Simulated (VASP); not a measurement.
Consider the following.

```
O2Si
1.0
    4.16205     0.00000     0.00000
    0.00000     4.16205     0.00000
    0.00000     0.00000     2.64824
Si O
2 4
Cartesian
  2.08103   2.08103   1.32412
  0.00000   0.00000   0.00000
  2.88497   2.88497   0.00000
  1.27708   1.27708   0.00000
  3.35811   0.80394   1.32412
  0.80394   3.35811   1.32412
```

Level of theory: PBE GGA, VASP's PBE PAW potentials (set 64) (plane waves; VASP). Run with 400 eV cut-off, 4×4×6 Γ-centred mesh, Gaussian smearing of 0.010 eV, potentials Si O.

At this cut-off the stress carries a Pulay error, which pulls relaxed volumes low.

Task: Which forces act on the atoms, in eV/Å?

Result: 
| atom | Fx | Fy | Fz |
|---|---|---|---|
| Si1 | 0.000 | 0.000 | 0.000 |
| Si2 | 0.000 | 0.000 | 0.000 |
| O3 | 0.250 | 0.250 | 0.000 |
| O4 | -0.250 | -0.250 | 0.000 |
| O5 | -0.250 | 0.250 | 0.000 |
| O6 | 0.250 | -0.250 | 0.000 |

Task: Give the stress tensor in GPa (positive for a compressed cell).

Result: 
```
 6.78   0.00   0.00
 0.00   6.78   0.00
 0.00   0.00  11.49
```
The pressure is its mean diagonal, 8.35 GPa.

The structure comes from a computed database's SiO2 entry; how it stands against other phases isn't given here. The cell was not relaxed at this level.
